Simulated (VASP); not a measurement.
The system is Li.

```xyz
1
Lattice="-1.7547 1.7547 1.7547 1.7547 -1.7547 1.7547 1.7547 1.7547 -1.7547" Properties=species:S:1:pos:R:3 pbc="T T T"
Li    0.0000    0.0000    0.0000
```

```yaml
Program: VASP 6.6.1
Task: relaxation of cell and atoms
Functional: PBEsol
Potentials_or_basis: VASP PAW PBE potentials, release 64 (Li_sv)
Cutoff: 600 eV
k_mesh: 16 × 16 × 16
Occupations: methfessel-paxton, width 0.1 eV
Spin: no spin polarisation
```

At the start: pressure -0.9 GPa; volume 21.61 Å³/atom.

**Question.** How do energy, volume and symmetry change on relaxing?

**Answer.** Over 4 steps the energy falls by 4.8 meV/atom and the volume is 19.99 Å³/atom (-7.5 %); space group Im-3m (No. 229, to 0.05 Å).

Step by step:
| step | energy change (eV) | largest force (eV/Å) | pressure (GPa) | volume (Å³) |
| --- | --- | --- | --- | --- |
| 1 | 0.0000 | 0.0000 | -0.91 | 21.61 |
| 2 | -0.0019 | 0.0000 | -0.72 | 21.23 |
| 3 | -0.0047 | 0.0000 | -0.19 | 20.30 |
| 4 | -0.0048 | 0.0000 | 0.01 | 19.99 |

Final structure:
```
CELL_PARAMETERS angstrom
-1.70971 1.70971 1.70971
1.70971 -1.70971 1.70971
1.70971 1.70971 -1.70971
ATOMIC_POSITIONS crystal
Li 0.00000 0.00000 0.00000
```

Caveat: the cutoff is under 1.25 times the usual one of these potentials, so pressure, stress and relaxed cells hold a basis-set (Pulay) error; the PAW data sets were made with another functional, which shifts forces and pressure a little.
